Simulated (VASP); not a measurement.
Input:

```
MgS
1.0
    0.00000     2.63042     2.63042
    2.63042     0.00000     2.63042
    2.63042     2.63042     0.00000
Mg S
1 1
Direct
  0.00000   0.00000   0.00000
  0.50000   0.50000   0.50000
```

These are revPBE GGA, VASP's PBE PAW potentials (set 64) (plane waves; VASP 6.6.1) values and carry that method's errors. Numerical set-up: 520 eV cut-off, 10×10×10 Γ-centred mesh, tetrahedra with Blöchl corrections, potentials Mg S.

Question: Tabulate the total density of states (states/eV per cell) against energy (eV; zero at the valence-band maximum or, without a gap, the Fermi level).

Answer: 
(E (eV), DOS (states/eV)): (-9.95, 0.00); (-9.59, 0.00); (-9.11, 0.00); (-8.75, 0.00); (-8.27, 0.00); (-7.91, 0.00); (-7.43, 0.00); (-7.07, 0.00); (-6.59, 0.00); (-6.23, 0.00); (-5.75, 0.00); (-5.39, 0.00); (-4.91, 0.00); (-4.55, 0.08); (-4.19, 0.62); (-3.71, 3.05); (-3.35, 0.91); (-2.87, 0.84); (-2.51, 1.06); (-2.03, 1.12); (-1.67, 1.84); (-1.19, 2.10); (-0.83, 2.22); (-0.35, 1.11); (0.01, 0.03); (0.49, 0.00); (0.85, 0.00); (1.21, 0.00); (1.69, 0.00); (2.05, 0.00); (2.53, 0.00); (2.89, 0.01); (3.37, 0.15); (3.73, 0.25); (4.21, 0.43); (4.57, 0.62); (5.05, 1.92); (5.41, 1.69); (5.89, 0.57); (6.25, 0.95)
Within 2 eV below the valence-band maximum the largest weight inside VASP's projection spheres is S p.

The compound is MgS in the rock salt structure. It was relaxed first.
